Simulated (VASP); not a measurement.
# Te2Mo: structure and properties in VASP

What structure and properties does BEEF-vdW give Te2Mo, and how near are they to the measured ones? The steps: full relaxation (BEEF-vdW), second relaxation, density, ELF and potential (BEEF-vdW), bands along the symmetry lines (BEEF-vdW), density of states (BEEF-vdW), core-level energies (BEEF-vdW) and zone-centre phonons (BEEF-vdW). The start is a cell from a database of measured crystal structures.

Calculated with VASP 6.6.1; BEEF-vdW; plane waves and PAW (Te, Mo_sv).

**What experiment says.**

For MoTe2, 2H (bulk crystal, literature), “MBE growth of 2H-MoTe2 and 1T'-MoTe2 on 3D substrates” (2017, arxiv:1705.00651) quotes earlier work: lattice constant a 3.52085 Å [literature value quoted for comparison]; lattice constant c 13.9664 Å [literature value quoted for comparison].

For MoTe2, 2H (commercial single crystal, basal plane, 300 K), “Polarization analysis of first- and second-order Raman scattering from MoTe2 single crystal” (2016, arxiv:1612.06218) gives, by micro-Raman, 632.8 nm, backscattering: Raman mode (E2g^2 (low-frequency interlayer shear mode) at Gamma) 26.9 cm⁻¹ [linewidth close to the spectrometer resolution; Gaussian fit]; Raman mode (E1g at Gamma) 119.6 cm⁻¹ [seen only in the edge-plane configuration, unlike the basal-plane values of the other …]; Raman mode (A1g at Gamma) 173.3 cm⁻¹; Raman mode (E2g^1 at Gamma) 234 cm⁻¹.

## Step 1: The starting structure

Before any relaxation, the start is as follows. Symmetry: P6_3/mmc, No. 194, hexagonal system. Conventional cell: a = 3.518 Å, b = 3.518 Å, c = 13.974 Å, α = 90.00°, β = 90.00°, γ = 120.00°. Te has 3 Mo at 2.72 Å nearest. Nearest to Mo lie 6 Te at 2.72 Å. Farther neighbours and most contacts between anions are not listed.

Structure file:

```
Te Mo
1.0
     3.51820    0.00000    0.00000
    -1.75910    3.04685    0.00000
     0.00000    0.00000   13.97360
Te Mo
4 2
Direct
  0.66667 0.33333 0.37900
  0.33333 0.66667 0.87900
  0.66667 0.33333 0.12100
  0.33333 0.66667 0.62100
  0.66667 0.33333 0.75000
  0.33333 0.66667 0.25000
```

## Step 2: Full relaxation (BEEF-vdW)

Properties are meant for the cell that this level of theory prefers, so cell and atoms are relaxed first (ISIF = 3) until forces and stress are small; EDIFFG sets the threshold. BEEF-vdW is fitted to surface and molecular data. LUSE_VDW switches on a nonlocal correlation term for dispersion.

Input file INCAR:

```
SYSTEM = Te2Mo
PREC = Accurate
ENCUT = 400
EDIFF = 1E-06
NELM = 100
ISMEAR = -1
SIGMA = 0.05
LREAL = .FALSE.
ALGO = Normal
GGA = BF
LUSE_VDW = .TRUE.
ZAB_VDW = -1.8867
LASPH = .TRUE.
NBANDS = 32
LORBIT = 11
LWAVE = .FALSE.
LCHARG = .FALSE.
KPAR = 2
IBRION = 2
NSW = 60
ISIF = 3
EDIFFG = -0.01
```

Input file POSCAR:

```
Te2Mo
1.0
    3.5182000000      0.0000000000      0.0000000000
   -1.7591000000      3.0468505756      0.0000000000
    0.0000000000      0.0000000000     13.9736000000
Te Mo
4 2
Direct
    0.6666666667      0.3333333333      0.3790000000
    0.3333333333      0.6666666667      0.8790000000
    0.6666666667      0.3333333333      0.1210000000
    0.3333333333      0.6666666667      0.6210000000
    0.6666666667      0.3333333333      0.7500000000
    0.3333333333      0.6666666667      0.2500000000
```

Input file KPOINTS:

```
Automatic mesh
0
Gamma
6 6 2
0 0 0
```

PAW data sets: Te and Mo_sv (PBE family, release 64).

Launch:

```console
$ mpirun -np 2 vasp_std
```

The log of the run:

```text
[banner, memory and clock lines left out]
running    2 mpi-ranks, on    1 nodes
 distrk:  each k-point on    1 cores,    2 groups
 distr:  one band on    1 cores,    1 groups

 POSCAR found type information on POSCAR TeMo
 POSCAR found :  2 types and       6 ions

     **************************************************************************
     Initializing libbeef V0.1.3 with the BEEF-vdW functional.
     **************************************************************************

|                                                                             |
|               ----> ADVICE to this user running VASP <----                  |
|                                                                             |
|     You have switched on vdW-DFT.                                           |
|     This routine was written and supplied by Jiri Klimes. We recommend      |
|     that you carefully read and cite the following publications:            |
|       J. Klimes, D.R. Bowler, A. Michelides                                 |
|          J. Phys.: Cond Matt. 22 022201 (2010)                              |
|       J. Klimes, D.R. Bowler, A. Michelides                                 |
|          Phys. Rev. B. 83, 195131 (2011)                                    |
|     and references therein.                                                 |
|                                                                             |

|                                                                             |
|               ----> ADVICE to this user running VASP <----                  |
|                                                                             |
|     You enforced a specific xc type in the INCAR file but a different       |
|     [... a line on the potential file left out ...]
|     I HOPE YOU KNOW WHAT YOU ARE DOING!                                     |
|                                                                             |

 LDA part: xc-table for (Slater+PW92), standard interpolation
 POSCAR, INCAR and KPOINTS ok, starting setup
 FFT: planning ... GRIDC
 FFT: planning ... GRID_SOFT
 FFT: planning ... GRID
 WAVECAR not read
 entering main loop
       N       E                     dE             d eps       ncg     rms          rms(c)
DAV:   1     0.341325490948E+03    0.34133E+03   -0.24604E+04  1112   0.119E+03
DAV:   2    -0.243978382609E+01   -0.34377E+03   -0.33558E+03  1120   0.302E+02
DAV:   3    -0.214539655864E+02   -0.19014E+02   -0.18790E+02  1128   0.589E+01
DAV:   4    -0.219440939853E+02   -0.49013E+00   -0.48894E+00  1120   0.951E+00
DAV:   5    -0.219577891825E+02   -0.13695E-01   -0.13691E-01  1168   0.163E+00    0.191E+01
DAV:   6    -0.214768441358E+02    0.48095E+00   -0.36102E+00  1096   0.973E+00    0.842E+00
DAV:   7    -0.215820586350E+02   -0.10521E+00   -0.47689E+00   992   0.855E+00    0.511E+00
DAV:   8    -0.212413503914E+02    0.34071E+00   -0.13421E+00  1064   0.526E+00    0.287E+00
DAV:   9    -0.212489065931E+02   -0.75562E-02   -0.15940E-01  1136   0.181E+00    0.110E+00
DAV:  10    -0.212466290293E+02    0.22776E-02   -0.23272E-02  1136   0.829E-01    0.414E-01
DAV:  11    -0.212469714382E+02   -0.34241E-03   -0.11399E-03  1096   0.180E-01    0.215E-01
DAV:  12    -0.212469040948E+02    0.67343E-04   -0.18255E-04  1080   0.572E-02    0.147E-01
DAV:  13    -0.212468932925E+02    0.10802E-04   -0.15413E-04  1088   0.672E-02    0.420E-02
DAV:  14    -0.212468969547E+02   -0.36623E-05   -0.83512E-06   896   0.154E-02    0.472E-02
DAV:  15    -0.212468964807E+02    0.47409E-06   -0.67404E-07   696   0.470E-03
   1 F= -.21246896E+02 E0= -.21246885E+02  d E =-.212469E+02
 curvature:   0.00 expect dE= 0.000E+00 dE for cont linesearch  0.000E+00
 trial: gam= 0.00000 g(F)=  0.186E-01 g(S)=  0.289E+00 ort = 0.000E+00 (trialstep = 0.100E+01)
 search vector abs. value=  0.308E+00
 bond charge predicted
       N       E                     dE             d eps       ncg     rms          rms(c)
DAV:   1    -0.258669468892E+02   -0.46200E+01   -0.89814E+01   968   0.682E+01    0.162E+01
DAV:   2    -0.266222233742E+02   -0.75528E+00   -0.90122E+01  1040   0.452E+01    0.135E+01
DAV:   3    -0.212944855942E+02    0.53277E+01   -0.19081E+01  1040   0.175E+01    0.666E+00
DAV:   4    -0.212397061231E+02    0.54779E-01   -0.11246E+00  1072   0.379E+00    0.345E+00
DAV:   5    -0.211885439448E+02    0.51162E-01   -0.96810E-02   976   0.159E+00    0.197E+00
DAV:   6    -0.211689228880E+02    0.19621E-01   -0.75019E-02  1024   0.124E+00    0.752E-01
DAV:   7    -0.211691823632E+02   -0.25948E-03   -0.57038E-03  1312   0.307E-01    0.414E-01
DAV:   8    -0.211692090198E+02   -0.26657E-04   -0.37565E-04  1048   0.103E-01    0.194E-01
DAV:   9    -0.211692246586E+02   -0.15639E-04   -0.31050E-05  1040   0.244E-02    0.141E-01
DAV:  10    -0.211692186389E+02    0.60197E-05   -0.91657E-05  1072   0.407E-02    0.577E-02
DAV:  11    -0.211692195663E+02   -0.92746E-06   -0.37148E-06   840   0.871E-03
   2 F= -.21169220E+02 E0= -.21169193E+02  d E =0.776769E-01
[... from here on, the cycles between the ionic steps are left out ...]
   3 F= -.21304719E+02 E0= -.21304704E+02  d E =-.578226E-01
   4 F= -.21304727E+02 E0= -.21304713E+02  d E =-.578307E-01
   5 F= -.21311410E+02 E0= -.21311395E+02  d E =-.668231E-02
   6 F= -.21314354E+02 E0= -.21314339E+02  d E =-.962683E-02
   7 F= -.21319199E+02 E0= -.21319186E+02  d E =-.484508E-02
   8 F= -.21326078E+02 E0= -.21326070E+02  d E =-.117244E-01
   9 F= -.21326229E+02 E0= -.21326221E+02  d E =-.118754E-01
  10 F= -.21321087E+02 E0= -.21321081E+02  d E =0.514208E-02
 trial-energy change:    0.005142  1 .order    0.005279   -0.004075    0.014632
 step:   0.4139(harm=  0.3999)  dis= 0.00255  next Energy=   -21.326690 (dE=-0.461E-03)
 bond charge predicted
       N       E                     dE             d eps       ncg     rms          rms(c)
DAV:   1    -0.213447975856E+02   -0.23710E-01   -0.67586E-01   904   0.553E+00    0.131E+00
DAV:   2    -0.213359129084E+02    0.88847E-02   -0.16757E-01  1056   0.218E+00    0.518E-01
DAV:   3    -0.213285546964E+02    0.73582E-02   -0.75841E-02  1008   0.105E+00    0.656E-01
DAV:   4    -0.213272773447E+02    0.12774E-02   -0.44321E-03   976   0.329E-01    0.223E-01
DAV:   5    -0.213267603032E+02    0.51704E-03   -0.41126E-03  1064   0.346E-01    0.781E-02
DAV:   6    -0.213267185664E+02    0.41737E-04   -0.17159E-04  1088   0.710E-02    0.421E-02
DAV:   7    -0.213267004761E+02    0.18090E-04   -0.32412E-05  1000   0.258E-02    0.174E-02
DAV:   8    -0.213266928202E+02    0.76559E-05   -0.11714E-05  1016   0.137E-02    0.114E-02
DAV:   9    -0.213266916340E+02    0.11862E-05   -0.60538E-07   512   0.452E-03    0.739E-03
DAV:  10    -0.213266923938E+02   -0.75978E-06   -0.23382E-07   472   0.229E-03
  11 F= -.21326692E+02 E0= -.21326685E+02  d E =-.462973E-03
 curvature:  -0.37 expect dE=-0.745E-05 dE for cont linesearch -0.385E-06
 trial: gam= 0.00000 g(F)=  0.137E-05 g(S)=  0.189E-04 ort =-0.654E-04 (trialstep = 0.155E+01)
 search vector abs. value=  0.203E-04
 reached required accuracy - stopping structural energy minimisation
```

Elapsed: 17 min, on 2 MPI ranks of AMD EPYC 7R43, shared host; peak memory 1 GiB; 34 min of CPU time.

Lines that name or quote the potential files are left out of all logs, and their timing lines are given in words.

From OUTCAR (step 2):

```text
ion  position               nearest neighbor table
   1  0.667  0.333  0.379-   6 2.72   6 2.72   6 2.72   3 3.61
   2  0.333  0.667  0.879-   5 2.72   5 2.72   5 2.72   4 3.61
   3  0.667  0.333  0.121-   6 2.72   6 2.72   6 2.72   1 3.61
   4  0.333  0.667  0.621-   5 2.72   5 2.72   5 2.72   2 3.61
   5  0.667  0.333  0.750-   2 2.72   4 2.72   2 2.72   4 2.72   2 2.72   4 2.72
   6  0.333  0.667  0.250-   1 2.72   3 2.72   1 2.72   3 2.72   1 2.72   3 2.72

  LATTYP: Found a hexagonal cell.
 ALAT       =     3.5182000000
 C/A-ratio  =     3.9718037633

 Subroutine GETGRP returns: Found 24 space group operations
 (whereof 12 operations were pure point group operations)

The static configuration has the point symmetry D_3d.
 The point group associated with its full space group is D_6h.

 Found     14 irreducible k-points:

   k-points           NKPTS =     14   k-points in BZ     NKDIM =     14   number of bands    NBANDS=     32

   dimension x,y,z NGX =    24 NGY =   24 NGZ =   96
   dimension x,y,z NGXF=    48 NGYF=   48 NGZF=  192

   ENCUT  =  400.0 eV  29.40 Ry    5.42 a.u.   5.74  5.74 22.79*2*pi/ulx,y,z

   NELECT =      52.0000    total number of electrons

 k-points in reciprocal lattice and weights: Automatic mesh
   0.00000000  0.00000000  0.00000000       0.014
   0.16666667  0.00000000  0.00000000       0.083
   0.33333333  0.00000000  0.00000000       0.083
   0.50000000  0.00000000  0.00000000       0.042
   0.16666667  0.16666667  0.00000000       0.083
   0.33333333  0.16666667  0.00000000       0.167
   0.33333333  0.33333333  0.00000000       0.028
   0.00000000  0.00000000  0.50000000       0.014
   0.16666667  0.00000000  0.50000000       0.083
[...]
0.33333333  0.16666667  0.50000000       0.167
   0.33333333  0.33333333  0.50000000       0.028

 average (electrostatic) potential at core
       1 -87.4343       2 -87.4343       3 -87.4343       4 -87.4343       5 -74.6400
       6 -74.6400

 E-fermi :   7.5618

 k-point     1 :       0.0000    0.0000    0.0000
  band No.  band energies     occupation
    ...
     22       6.1918      2.00000
     23       6.1918      2.00000
     24       6.2781      2.00000
     25       6.6262      2.00000
     26       7.1092      1.99977
     27       9.9659      0.00000
     28       9.9659      0.00000
     29      10.0546      0.00000
     30      10.0546      0.00000
     31      10.1779      0.00000
    ...

 k-point     2 :       0.1667    0.0000    0.0000
  band No.  band energies     occupation
    ...
     22       5.7752      2.00000
     23       6.0014      2.00000
     24       6.3162      2.00000
     25       6.7473      2.00000
     26       6.7903      2.00000
     27       8.8845      0.00000
     28       9.1420      0.00000
     29       9.1850      0.00000
     30       9.3840      0.00000
     31       9.5027      0.00000
    ...

 k-point     3 :       0.3333    0.0000    0.0000
  band No.  band energies     occupation
    ...
     22       5.8865      2.00000
     23       6.0353      2.00000
     24       6.1982      2.00000
     25       6.3143      2.00000
     26       6.4101      2.00000
     27       8.2898      0.00000
     28       8.6401      0.00000
     29       8.7934      0.00000
     30       8.7961      0.00000
     31       9.2873      0.00000
    ...

Total vdW correction in eV:      7.7769638

  Total        0.0326259      0.0326259      0.0149327      0.0000000     -0.0000000      0.0000000
  in kB        0.3280748      0.3280748      0.1501583      0.0000000     -0.0000000      0.0000000
  external PRESSURE =       0.2687693 kB  Pullay stress =       0.0000000 kB

  energy-cutoff  :      400.00
  volume of cell :      159.33
      direct lattice vectors                 reciprocal lattice vectors
     3.564194045 -0.000000000 -0.000000000     0.280568338  0.161986206  0.000000000
    -1.782097022  3.086682587  0.000000000     0.000000000  0.323972411  0.000000000
    -0.000000000 -0.000000000 14.482594679     0.000000000 -0.000000000  0.069048401

 POSITION                                       TOTAL-FORCE (eV/Angst)
 -----------------------------------------------------------------------------------
      1.78210      1.02889      5.43746        -0.000000     -0.000000     -0.002661
     -0.00000      2.05779     12.67876        -0.000000      0.000000     -0.002661
      1.78210      1.02889      1.80383        -0.000000     -0.000000      0.002661
     -0.00000      2.05779      9.04513        -0.000000      0.000000      0.002661
      1.78210      1.02889     10.86195         0.000000     -0.000000      0.000000
     -0.00000      2.05779      3.62065        -0.000000      0.000000      0.000000
 -----------------------------------------------------------------------------------
    total drift:                               -0.000000      0.000000     -0.000000

  FREE ENERGIE OF THE ION-ELECTRON SYSTEM (eV)
  ---------------------------------------------------
  free  energy   TOTEN  =       -21.3266923938 eV

  energy  without entropy=      -21.3266771147  energy(sigma->0) =      -21.32668475

Total vdW correction in eV:      7.7769478

 reached required accuracy - stopping structural energy minimisation

 total charge
# of ion       s       p       d       tot
------------------------------------------
    1        1.376   1.968   0.059   3.404
    2        1.376   1.968   0.059   3.404
    3        1.376   1.968   0.059   3.404
    4        1.376   1.968   0.059   3.404
    5        2.244   6.136   3.957  12.337
    6        2.244   6.136   3.957  12.337
--------------------------------------------------
tot          9.993  20.145   8.151  38.288

[... 3 further parts left out ...]
```

CONTCAR:

```
Te2Mo
   1.00000000000000
     3.5641940445283620   -0.0000000000000000   -0.0000000000000000
    -1.7820970222641810    3.0866825865845713    0.0000000000000000
    -0.0000000000000000   -0.0000000000000000   14.4825946787082511
  Te              Mo
     4     2
Direct
     0.6666666667000030    0.3333333332999970    0.3754481399423594
     0.3333333332999970    0.6666666667000030    0.8754481399423594
     0.6666666667000030    0.3333333332999970    0.1245518600576407
     0.3333333332999970    0.6666666667000030    0.6245518600576406
     0.6666666667000030    0.3333333332999970    0.7500000000000000
     0.3333333332999970    0.6666666667000030    0.2500000000000000
```

The gap is read on the k-mesh alone, so it is an upper bound where the band edges lie off the mesh. The PAW data sets were made with PBE, which is usual practice but a small mismatch for other functionals. The run keeps the 24 symmetry operations of its start, so it cannot find a distortion of lower symmetry.

Step by step:

| step | energy less that of the first step (eV) | largest force (eV/Å) | pressure (GPa) | volume (Å³) |
| --- | --- | --- | --- | --- |
| 1 | 0.0000 | 0.3103 | 3.68 | 149.79 |
| 2 | 0.0777 | 0.8988 | -4.37 | 162.55 |
| 3 | -0.0578 | 0.2092 | 0.14 | 154.64 |
| 4 | -0.0578 | 0.1996 | 0.21 | 154.54 |
| 5 | -0.0645 | 0.1341 | 0.12 | 155.46 |
| 6 | -0.0675 | 0.0557 | 0.02 | 156.58 |
| 7 | -0.0723 | 0.0551 | -0.05 | 157.27 |
| 8 | -0.0792 | 0.0517 | -0.23 | 159.31 |
| 9 | -0.0793 | 0.0523 | -0.26 | 159.61 |
| 10 | -0.0742 | 0.1726 | 0.99 | 158.38 |
| 11 | -0.0798 | 0.0027 | 0.03 | 159.33 |

```
conventional cell, symmetrised  before   after  change
                         a (Å)   3.518   3.564  +1.3 %
                         b (Å)   3.518   3.564  +1.3 %
                         c (Å)  13.974  14.483  +3.6 %
              volume (Å³/atom)   24.96   26.56  +6.4 %
```

The atoms that moved most (Å, as changes of fractional coordinates times the final cell):

```csv
atom,dx,dy,dz,length
Te1,0.000,0.000,-0.051,0.051
Te3,0.000,0.000,0.051,0.051
Te2,0.000,0.000,-0.051,0.051
Te4,0.000,0.000,0.051,0.051
```

The relaxed structure:

```cif
data_structure
_symmetry_space_group_name_H-M 'P 1'
_symmetry_Int_Tables_number 1
_cell_length_a 3.5642
_cell_length_b 3.5642
_cell_length_c 14.4826
_cell_angle_alpha 90.000
_cell_angle_beta 90.000
_cell_angle_gamma 120.000
_cell_volume 159.33
loop_
_atom_site_label
_atom_site_type_symbol
_atom_site_fract_x
_atom_site_fract_y
_atom_site_fract_z
_atom_site_occupancy
Te1 Te 0.66667 0.33333 0.37545 1
Te2 Te 0.33333 0.66667 0.87545 1
Te3 Te 0.66667 0.33333 0.12455 1
Te4 Te 0.33333 0.66667 0.62455 1
Mo5 Mo 0.66667 0.33333 0.75000 1
Mo6 Mo 0.33333 0.66667 0.25000 1
```

A gap read on the k-mesh alone can miss the band edges.

This step gave:

```
electrons                       : 52
bands                           : 32
irreducible k-points            : 14
symmetry operations             : 24
free energy (TOTEN)             : -21.33 eV
Fermi energy                    : 7.562 eV
pressure                        : 0.02688 GPa
metallic                        : no
valence top at k                : 0.3333, 0.3333, 0
conduction bottom at k          : 0.1667, 0.1667, 0
least direct gap at k           : 0.3333, 0.3333, 0
SCF cycles over all ionic steps : 114
gap on the k-mesh               : 0.9404 eV
least direct gap on the k-mesh  : 0.9891 eV
```

It ends with a largest force of 0.003 eV/Å and a pressure of 0.03 GPa. The volume lies +6.4 % from that of the database's start.

(Continued in part 2 of 5.)

[Lines on the potential files, build, host, timing and source positions are cut from VASP's logs without a mark.]

[Logs are printed without paths, hosts, clocks, repeated set-up lines and the standing remarks that a program may print on its own settings, such as how far it seeks lower states.]

[Hosts, paths, dates, database ids (printed as entryN), source tags and the programs' standing remarks are cut or masked in the printed files.]

[A measured line is paired with the nearest computed mode of its activity, which favours agreement.]
